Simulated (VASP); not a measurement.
Calculation: PW91 GGA, VASP's PBE PAW potentials (set 64) (plane waves; VASP).

VASP ran on this input.

POSCAR:
```
Ba
1
   -2.4777902649     2.4777902649     2.4777902649
    2.4777902649    -2.4777902649     2.4777902649
    2.4777902649     2.4777902649    -2.4777902649
Ba
1
Direct
  0.0000000000   0.0000000000   0.0000000000
```

### KPOINTS
```
Automatic mesh
0
Gamma
10 10 10
0 0 0
```

INCAR:
```
! general
SYSTEM =Ba
PREC   =Accurate
ENCUT  =520
LREAL  =F
LASPH  =T

! electronic loop
EDIFF  =1E-7
NELM   =100
ALGO   =Normal
LMAXMIX=4

! smearing
ISMEAR =1
SIGMA  =0.1

! functional
GGA    =91

! ions
ISIF   =2

! output
LWAVE  =F
LCHARG =F
```

POTCAR, in this order: Ba_sv (PBE.64 set). Program: vasp_std.

What VASP printed:

File OSZICAR:
```
       N       E                     dE             d eps       ncg     rms          rms(c)
DAV:   1     0.579581478818E+02    0.57958E+02   -0.43677E+03   846   0.919E+02
DAV:   2     0.494405493337E+00   -0.57464E+02   -0.56642E+02   986   0.148E+02
DAV:   3    -0.188914217289E+01   -0.23835E+01   -0.23688E+01  1123   0.354E+01
DAV:   4    -0.193468888615E+01   -0.45547E-01   -0.45453E-01  1306   0.446E+00
DAV:   5    -0.193493524552E+01   -0.24636E-03   -0.24633E-03  1166   0.245E-01    0.180E+00
DAV:   6    -0.193278492605E+01    0.21503E-02   -0.44626E-03  1126   0.725E-01    0.106E+00
DAV:   7    -0.193248609610E+01    0.29883E-03   -0.94513E-03   939   0.114E+00    0.527E-02
DAV:   8    -0.193275914937E+01   -0.27305E-03   -0.48386E-04  1285   0.155E-01    0.364E-02
DAV:   9    -0.193276263276E+01   -0.34834E-05   -0.22622E-05  1123   0.404E-02    0.655E-03
DAV:  10    -0.193276387258E+01   -0.12398E-05   -0.75657E-07  1341   0.751E-03    0.440E-03
DAV:  11    -0.193276378758E+01    0.85004E-07   -0.13082E-06   966   0.154E-02    0.636E-04
DAV:  12    -0.193276376271E+01    0.24864E-07   -0.35482E-08   552   0.196E-03
   1 F= -.19327638E+01 E0= -.19324895E+01  d E =-.822780E-03
```

File OUTCAR:
```
------------------------ aborting loop because EDIFF is reached ----------------------------------------
  FORCE on cell =-STRESS in cart. coord.  units (eV):
  Direction    XX          YY          ZZ          XY          YZ          ZX
  --------------------------------------------------------------------------------------
  Total        0.1026774      0.1026774      0.1026774      0.0000000     -0.0000000      0.0000000
  in kB        2.7035351      2.7035351      2.7035351      0.0000000     -0.0000000      0.0000000
  external PRESSURE =       2.7035351 kB  Pullay stress =       0.0000000 kB
  volume of cell :       60.85
      direct lattice vectors                 reciprocal lattice vectors
    -2.477790265  2.477790265  2.477790265     0.000000000  0.201792705  0.201792705
     2.477790265 -2.477790265  2.477790265     0.201792705  0.000000000  0.201792705
     2.477790265  2.477790265 -2.477790265     0.201792705  0.201792705  0.000000000
 POSITION                                       TOTAL-FORCE (eV/Angst)
 -----------------------------------------------------------------------------------
      0.00000      0.00000      0.00000         0.000000     -0.000000      0.000000
 -----------------------------------------------------------------------------------
    total drift:                                0.000000      0.000000     -0.000000
  FREE ENERGIE OF THE ION-ELECTRON SYSTEM (eV)
  ---------------------------------------------------
  free  energy   TOTEN  =        -1.9327637627 eV

  energy  without entropy=       -1.9319409831  energy(sigma->0) =       -1.93248950
```
(Selected blocks of OUTCAR.)

OUTCAR:
```
 val. band max:        1.6748758148   @ k =  -0.4000   0.4000   0.3000

 cond. band min:       1.7135590771   @ k =   0.3000   0.3000   0.0000


 Fermi energy:         1.7034567024

 k-point     1 :       0.0000    0.0000    0.0000
  band No.  band energies     occupation
      1     -27.0256      2.00000
      2     -12.0147      2.00000
      3     -12.0147      2.00000
      4     -12.0147      2.00000
      5      -1.0122      2.00000
      6       3.5735     -0.00000
      7       3.5735     -0.00000
      8       3.5735     -0.00000
      9       5.0210      0.00000

 k-point     2 :       0.1000    0.0000    0.0000
  band No.  band energies     occupation
      1     -27.0207      2.00000
      2     -12.0679      2.00000
      3     -12.0309      2.00000
      4     -12.0150      2.00000
      5      -0.8179      2.00000
      6       3.4184     -0.00000
      7       3.4848     -0.00000
      8       3.7722      0.00000
      9       4.7898      0.00000

 k-point     3 :       0.2000    0.0000    0.0000
  band No.  band energies     occupation
      1     -27.0080      2.00000
      2     -12.2031      2.00000
      3     -12.0730      2.00000
      4     -12.0160      2.00000
      5      -0.2960      2.00000
      6       3.0730     -0.00000
      7       3.1191     -0.00000
      8       4.3532      0.00000
      9       4.6887      0.00000

 k-point     4 :       0.3000    0.0000    0.0000
  band No.  band energies     occupation
      1     -26.9921      2.00000
      2     -12.3625      2.00000
      3     -12.1240      2.00000
      4     -12.0173      2.00000
      5       0.3450      2.00000
      6       2.7251     -0.00000
      7       2.7734     -0.00000
      8       4.8903      0.00000
      9       5.1717      0.00000

 k-point     5 :       0.4000    0.0000    0.0000
  band No.  band energies     occupation
      1     -26.9792      2.00000
      2     -12.4858      2.00000
      3     -12.1646      2.00000
...
```

Unless said otherwise, spin-orbit coupling is left out, though it shifts the bands of the heavy elements here.

The compound is Ba in the bcc structure. This cell is one point of a volume scan, at 0.97 of the reference volume.
